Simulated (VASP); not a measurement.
Input:

```xyz
73
Lattice="4.8683 -8.4322 0.0000 4.8683 8.4322 0.0000 0.0000 0.0000 10.5563" Properties=species:S:1:pos:R:3 pbc="T T T"
Ga     1.6208    -0.9378     2.6601
Ga     1.6155     0.9396     0.0285
Ga     1.5355    -0.9893     8.0088
Ga     1.4424     1.0399     5.1216
Ga     3.2441     1.8751     2.6594
Ga     3.2441     3.7634     0.0387
Ga     3.2436     1.9716     8.0075
Ga     3.2449     3.7461     5.2811
Ga     4.8721     4.6818     2.6511
Ga     4.8522     6.5488     0.0389
Ga     4.8635     4.6851     7.9256
Ga     4.8689     6.5592     5.2824
Ga     3.2443    -3.7819     2.5750
Ga     3.2439    -1.8825     0.0297
Ga     3.2443    -3.7445     7.9084
Ga     3.2426    -2.0833     5.1203
Ga     4.8662    -0.9367     2.6607
Ga     4.8735     0.9402     0.0285
Ga     4.9516    -0.9898     8.0088
Ga     5.0454     1.0421     5.1207
Ga     6.5180     1.8898     2.5761
Ga     6.4834     3.7501    10.5260
Ga     6.4830     1.8680     7.9082
Ga     6.4765     3.7544     5.2864
Ga     4.8394    -6.5428     2.5757
Ga     4.8743    -4.6819    10.5263
Ga     4.8726    -6.5634     7.9079
Ga     4.8802    -4.6778     5.2858
Ga     6.4856    -3.7496     2.6512
Ga     6.5034    -1.8826     0.0386
Ga     6.4938    -3.7466     7.9253
Ga     6.4867    -1.8719     5.2814
Ga     8.1127    -0.9316     2.6512
Ga     8.1137     0.9288    10.5266
Ga     8.1115    -0.9418     7.9259
Ga     8.1123     0.9216     5.2865
N      1.6590    -0.9158     4.6793
N      1.6197     0.9376     2.0142
N      1.6151    -0.9420     9.9598
N      1.6599     0.9133     7.2378
N      3.2439     1.8318     4.6784
N      3.2446     3.7465     2.0185
N      3.2441     1.8806     9.9589
N      3.2441     3.7702     7.2725
N      4.8679     4.6847     4.6365
N      4.8686     6.5593     2.0187
N      4.8585     4.6886     9.9109
N      4.8458     6.5456     7.2738
N      3.2438    -3.8770     4.5565
N      3.2441    -1.8776     2.0151
N      3.2447    -3.7384     9.8908
N      3.2436    -1.8338     7.2369
N      4.8275    -0.9158     4.6799
N      4.8694     0.9382     2.0145
N      4.8724    -0.9414     9.9594
N      4.8280     0.9134     7.2376
N      6.5999     1.9369     4.5576
N      6.4783     3.7537     1.9454
N      6.4808     1.8672     9.8911
N      6.4864     3.7468     7.2708
N      4.7562    -6.4956     4.5571
N      4.8794    -4.6782     1.9456
N      4.8769    -6.5650     9.8907
N      4.8705    -4.6849     7.2705
N      6.4883    -3.7477     4.6367
N      6.4875    -1.8720     2.0188
N      6.4990    -3.7430     9.9104
N      6.5098    -1.8867     7.2731
N      8.1120    -0.9365     4.6366
N      8.1130     0.9237     1.9460
N      8.1122    -0.9479     9.9113
N      8.1122     0.9325     7.2711
Mg     3.2442    -0.0029     6.2987
```
Cell charge -1.

Method: HSE06 screened hybrid, VASP's PBE PAW potentials (set 64) (plane waves; VASP). Numerical set-up: PREC = Normal, LREAL = Auto, ISYM = 0, NELECT = 291.0, EDIFF = 1E-5, 400 eV cut-off, 1×1×1 Γ-centred mesh, Gaussian smearing of 0.050 eV, potentials Ga N Mg. Starting moments (MAGMOM): 73*0.0137. The cell's moment is fixed (NUPDOWN = 1).

The cell is charged, with a uniform compensating background. The supercell is sampled at Γ alone, which is coarse: total energies, pressure and levels can be off, energies of defects by several tenths of an eV.

Task: What does the run give for the cell moment, energy per atom (σ→0)?

Result: 
```json
{
 "cell_moment": "1.00 μB",
 "energy per atom (σ→0)": "-7.115 eV/atom"
}
```

Task: Give the moment on each site (PAW-sphere projection).

Result: 
```json
[
 {"site": "Ga1", "moment (μB)": "0.00"},
 {"site": "Ga2", "moment (μB)": "0.00"},
 {"site": "Ga3", "moment (μB)": "0.01"},
 {"site": "Ga4", "moment (μB)": "0.06"},
 {"site": "Ga5", "moment (μB)": "0.00"},
 {"site": "Ga6", "moment (μB)": "0.00"},
 {"site": "Ga7", "moment (μB)": "0.01"},
 {"site": "Ga8", "moment (μB)": "0.03"},
 {"site": "Ga9", "moment (μB)": "0.00"},
 {"site": "Ga10", "moment (μB)": "0.00"},
 {"site": "Ga11", "moment (μB)": "0.01"},
 {"site": "Ga12", "moment (μB)": "0.03"},
 {"site": "Ga13", "moment (μB)": "0.00"},
 {"site": "Ga14", "moment (μB)": "0.00"},
 {"site": "Ga15", "moment (μB)": "0.01"},
 {"site": "Ga16", "moment (μB)": "0.06"},
 {"site": "Ga17", "moment (μB)": "0.00"},
 {"site": "Ga18", "moment (μB)": "0.00"},
 {"site": "Ga19", "moment (μB)": "0.01"},
 {"site": "Ga20", "moment (μB)": "0.06"},
 {"site": "Ga21", "moment (μB)": "0.00"},
 {"site": "Ga22", "moment (μB)": "0.00"},
 {"site": "Ga23", "moment (μB)": "0.01"},
 {"site": "Ga24", "moment (μB)": "0.01"},
 {"site": "Ga25", "moment (μB)": "0.00"},
 {"site": "Ga26", "moment (μB)": "0.00"},
 {"site": "Ga27", "moment (μB)": "0.01"},
 {"site": "Ga28", "moment (μB)": "0.01"},
 {"site": "Ga29", "moment (μB)": "0.00"},
 {"site": "Ga30", "moment (μB)": "0.00"},
 {"site": "Ga31", "moment (μB)": "0.01"},
 {"site": "Ga32", "moment (μB)": "0.03"},
 {"site": "Ga33", "moment (μB)": "0.00"},
 {"site": "Ga34", "moment (μB)": "0.00"},
 {"site": "Ga35", "moment (μB)": "0.01"},
 {"site": "Ga36", "moment (μB)": "0.01"},
 {"site": "N37", "moment (μB)": "0.02"},
 {"site": "N38", "moment (μB)": "0.00"},
 {"site": "N39", "moment (μB)": "0.00"},
 {"site": "N40", "moment (μB)": "0.02"},
 {"site": "N41", "moment (μB)": "0.02"},
 {"site": "N42", "moment (μB)": "0.00"},
 {"site": "N43", "moment (μB)": "0.00"},
 {"site": "N44", "moment (μB)": "0.01"},
 {"site": "N45", "moment (μB)": "0.01"},
 {"site": "N46", "moment (μB)": "0.00"},
 {"site": "N47", "moment (μB)": "0.00"},
 {"site": "N48", "moment (μB)": "0.01"},
 {"site": "N49", "moment (μB)": "0.02"},
 {"site": "N50", "moment (μB)": "0.00"},
 {"site": "N51", "moment (μB)": "0.00"},
 {"site": "N52", "moment (μB)": "0.02"},
 {"site": "N53", "moment (μB)": "0.02"},
 {"site": "N54", "moment (μB)": "0.00"},
 {"site": "N55", "moment (μB)": "0.00"},
 {"site": "N56", "moment (μB)": "0.02"},
 {"site": "N57", "moment (μB)": "0.02"},
 {"site": "N58", "moment (μB)": "0.00"},
 {"site": "N59", "moment (μB)": "0.00"},
 {"site": "N60", "moment (μB)": "0.01"},
 {"site": "N61", "moment (μB)": "0.02"},
 {"site": "N62", "moment (μB)": "0.00"},
 {"site": "N63", "moment (μB)": "0.00"},
 {"site": "N64", "moment (μB)": "0.01"},
 {"site": "N65", "moment (μB)": "0.01"},
 {"site": "N66", "moment (μB)": "0.00"},
 {"site": "N67", "moment (μB)": "0.00"},
 {"site": "N68", "moment (μB)": "0.01"},
 {"site": "N69", "moment (μB)": "0.01"},
 {"site": "N70", "moment (μB)": "0.00"},
 {"site": "N71", "moment (μB)": "0.00"},
 {"site": "N72", "moment (μB)": "0.01"},
 {"site": "Mg73", "moment (μB)": "0.01"}
]
```

The absolute energy has meaning only against runs of the same code, potentials and settings.

The cell is a supercell with a defect, built from GaN (wurtzite): Mg_i, charge -1. The cell's shape comes from a PBE relaxation.
